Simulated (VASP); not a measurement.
Here is the system:

```xyz
5
Lattice="6.1103 0.0000 0.0000 0.0000 6.1103 0.0000 0.0000 0.0000 6.1103" Properties=species:S:1:pos:R:3 pbc="T T T"
Cs     0.0000     0.0000     0.0000
Sn     3.0552     3.0552     3.0552
I      3.0552     0.0000     3.0552
I      0.0000     3.0552     3.0552
I      3.0552     3.0552     0.0000
```

The numbers are results of PW91 GGA, VASP's PBE PAW potentials (set 64) (plane waves; VASP), not measurements. Numerical set-up: 520 eV cut-off, 4×4×4 Γ-centred mesh, Gaussian smearing of 0.050 eV, potentials Cs_sv Sn_d I.

Unless said otherwise, spin-orbit coupling is left out, though it shifts the bands of the heavy elements here.

Task: What does the run give for the energy per atom (σ→0), pressure, band gap (on the k-mesh) with the smallest direct gap where there is one?

Result: 
```json
{
 "band gap (on the k-mesh)": "0.08 eV",
 "smallest direct gap (on the k-mesh)": "0.08 eV",
 "energy per atom (σ→0)": "-2797 meV/atom",
 "pressure": "1.74 GPa"
}
```

The compound is CsSnI3 in the cubic perovskite structure, the ideal cubic form; the compound distorts at low or room temperature. This cell is one point of a volume scan, at 0.94 of the reference volume.
